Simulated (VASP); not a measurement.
Method: PBE GGA, VASP's PBE PAW potentials (set 64) (plane waves; VASP).

A VASP calculation is set up with these files.

### POSCAR
```
PbF2
1
    0.0000000000     2.9970633655     2.9970633655
    2.9970633655     0.0000000000     2.9970633655
    2.9970633655     2.9970633655     0.0000000000
Pb F
1 2
Direct
  1.0000000000   0.0000000000   1.0000000000
  0.2500000000   0.2500000000   0.2500000000
  0.7500000000   0.7500000000   0.7500000000
```

INCAR:
```
SYSTEM = PbF2
PREC = Accurate
ENCUT = 520
EDIFF = 1E-6
NELM = 100
ALGO = Normal
LREAL = .FALSE.
LASPH = .TRUE.
ISMEAR = 0
SIGMA = 0.05
GGA = PE
LMAXMIX = 4
LWAVE = .FALSE.
LCHARG = .TRUE.
```

**KPOINTS**
```
Regular mesh
0
G
6 6 6
0 0 0
```

POTCAR, in this order: Pb_d F (PBE.64 set). Program: vasp_std.

Unless said otherwise, spin-orbit coupling is left out, though it shifts the bands of the heavy elements here.

Task: What does the run give for the energy per atom (σ→0), band gap (on the k-mesh)?

Result: 
- energy per atom (σ→0): -4.784 eV/atom
- band gap (on the k-mesh): 4.43 eV

OSZICAR:
```
...
DAV:   8    -0.143519351270E+02    0.52346E-02   -0.10585E-01   580   0.396E+00    0.495E-01
DAV:   9    -0.143495206218E+02    0.24145E-02   -0.21073E-02   668   0.110E+00    0.102E-01
DAV:  10    -0.143506915814E+02   -0.11710E-02   -0.17580E-03   576   0.484E-01    0.311E-02
DAV:  11    -0.143506711048E+02    0.20477E-04   -0.13635E-04   620   0.128E-01    0.142E-02
DAV:  12    -0.143506817397E+02   -0.10635E-04   -0.68847E-05   642   0.894E-02    0.120E-02
DAV:  13    -0.143506795806E+02    0.21591E-05   -0.25024E-05   656   0.536E-02    0.295E-03
DAV:  14    -0.143506795594E+02    0.21217E-07   -0.13627E-06   440   0.882E-03
   1 F= -.14350680E+02 E0= -.14350680E+02  d E =-.631668E-19
```

The compound is PbF2 in the fluorite structure, the β form. It was relaxed first.
